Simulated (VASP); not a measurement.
Data:

```xyz
1
Lattice="-2.8250 2.8250 2.8250 2.8250 -2.8250 2.8250 2.8250 2.8250 -2.8250" Properties=species:S:1:pos:R:3 pbc="T T T"
Rb     0.0000     0.0000     0.0000
```

The numbers are results of SCAN meta-GGA, VASP's PBE PAW potentials (set 64) (plane waves; VASP), not measurements. Run with 520 eV cut-off, 8×8×8 Γ-centred mesh, first-order Methfessel-Paxton smearing of 0.10 eV, potentials Rb_sv.

Energy and stress use the plane-wave basis of the starting cell.

Problem. The ions, cell shape and volume are relaxed. Predict the relaxed structure.

Solution. 
```xyz
1
Lattice="-2.8561 2.8561 2.8561 2.8561 -2.8561 2.8561 2.8561 2.8561 -2.8561" Properties=species:S:1:pos:R:3 pbc="T T T"
Rb     0.0000     0.0000     0.0000
```
Space group Im-3m (229), at a tolerance of 0.03 Å.

Problem. How do energy and volume change from the first to the last step?

Solution. The energy (σ→0) changes by -1.0 meV/atom and the volume by +3.3 %, in 3 ionic steps.

```json
[
 {"step": "1", "E(σ→0) (eV)": "-20.7238", "max force (eV/Å)": "0.000", "pressure (GPa)": "0.10", "volume (Å³)": "90.18"},
 {"step": "2", "E(σ→0) (eV)": "-20.7242", "max force (eV/Å)": "0.000", "pressure (GPa)": "0.08", "volume (Å³)": "90.94"},
 {"step": "3", "E(σ→0) (eV)": "-20.7248", "max force (eV/Å)": "0.000", "pressure (GPa)": "0.01", "volume (Å³)": "93.19"}
]
```

The compound is Rb in the bcc structure. This run relaxes it. Symmetry was kept, so distortions that lower it aren't found.
